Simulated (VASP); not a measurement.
Consider the following.

```xyz
1
Lattice="0.0000 1.9600 1.9600 1.9600 0.0000 1.9600 1.9600 1.9600 0.0000" Properties=species:S:1:pos:R:3 pbc="T T T"
Pt     0.0000     0.0000     0.0000
```

Calculation: optB88-vdW, VASP's PBE PAW potentials (set 64) (plane waves; VASP). Settings: 520 eV cut-off, 14×14×14 Γ-centred mesh, first-order Methfessel-Paxton smearing of 0.10 eV, potentials Pt.

Energy and stress use the plane-wave basis of the starting cell.

Problem. The ions, cell shape and volume are relaxed. Which structure does the run end with?

Solution. 
```xyz
1
Lattice="0.0000 1.9892 1.9892 1.9892 0.0000 1.9892 1.9892 1.9892 0.0000" Properties=species:S:1:pos:R:3 pbc="T T T"
Pt     0.0000     0.0000     0.0000
```
Space group Fm-3m (225), at a tolerance of 0.03 Å.

Problem. How do energy and volume change from the first to the last step?

Solution. The energy (σ→0) changes by -25.0 meV/atom and the volume by +4.5 %, in 4 ionic steps.

The compound is Pt in the fcc structure. This run relaxes it. Symmetry was kept, so distortions that lower it aren't found.
